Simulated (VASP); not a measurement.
Energy against volume of CuI (zinc blende). These are PBE GGA, VASP's PBE PAW potentials (set 64) (plane waves; VASP) values and carry that method's errors. Run with 520 eV cut-off, 8×8×8 Γ-centred mesh, Gaussian smearing of 0.050 eV, potentials Cu I.

| V (Å³/atom) | E (eV/atom) |
|---|---|
| 26.418 | -2.76697 |
| 27.261 | -2.77787 |
| 28.104 | -2.78130 |
| 28.947 | -2.77854 |

Problem. Fit these four points and predict the energy of the run at 29.791 Å³/atom.

Solution. A cubic in V^(−2/3), the third-order Birch-Murnaghan form, passes through the four points with V0 = 28.12 Å³/atom and B0 = 39 GPa, and gives -2.7706 eV/atom there. The run gave -2.7707 eV/atom, -0.0 meV/atom from the fit; all five points give B0 = 39 GPa.

The compound is CuI in the zinc blende structure. It was relaxed first.
